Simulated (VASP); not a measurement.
OSZICAR of a VASP run on BN (wurtzite):

### OSZICAR
```
       N       E                     dE             d eps       ncg     rms          rms(c)
DAV:   1     0.486575221263E+02    0.48658E+02   -0.87433E+03  1536   0.130E+03
DAV:   2    -0.344128928186E+02   -0.83070E+02   -0.78995E+02  2192   0.272E+02
DAV:   3    -0.367704585276E+02   -0.23576E+01   -0.23489E+01  2044   0.455E+01
DAV:   4    -0.367827439144E+02   -0.12285E-01   -0.12279E-01  1900   0.346E+00
DAV:   5    -0.367828811044E+02   -0.13719E-03   -0.13716E-03  1992   0.344E-01    0.953E+00
DAV:   6    -0.350013614601E+02    0.17815E+01   -0.47714E+00  1900   0.182E+01    0.459E+00
DAV:   7    -0.348561374054E+02    0.14522E+00   -0.23589E-01  1856   0.478E+00    0.273E+00
DAV:   8    -0.348263685218E+02    0.29769E-01   -0.72955E-02  1716   0.254E+00    0.224E-01
DAV:   9    -0.348255773452E+02    0.79118E-03   -0.21301E-03  2004   0.486E-01    0.124E-01
DAV:  10    -0.348258159609E+02   -0.23862E-03   -0.38100E-04  1808   0.196E-01    0.258E-02
DAV:  11    -0.348258212559E+02   -0.52950E-05   -0.64975E-05  1956   0.706E-02    0.137E-02
DAV:  12    -0.348258222333E+02   -0.97743E-06   -0.91857E-06  1932   0.299E-02    0.214E-03
DAV:  13    -0.348258223704E+02   -0.13710E-06   -0.21314E-07  1468   0.528E-03    0.518E-04
DAV:  14    -0.348258223775E+02   -0.70854E-08   -0.14553E-08  1064   0.143E-03
   1 F= -.35665875E+02 E0= -.35665875E+02  d E =0.000000E+00
```

**Question.** Which electronic solver shows in the log?

**Answer.** It is blocked Davidson (ALGO = Normal, or the opening steps of other solvers). The INCAR had ALGO = Normal.

**Question.** Can the final energy be trusted as converged?

**Answer.** The run converged. It stopped with EDIFF = 1E-7, NELM = 100 (PBE GGA with D3 dispersion (Becke-Johnson damping), plane waves, VASP's PBE PAW potentials (set 64)).

The compound is BN in the wurtzite structure, a metastable high-pressure form. It was relaxed first.
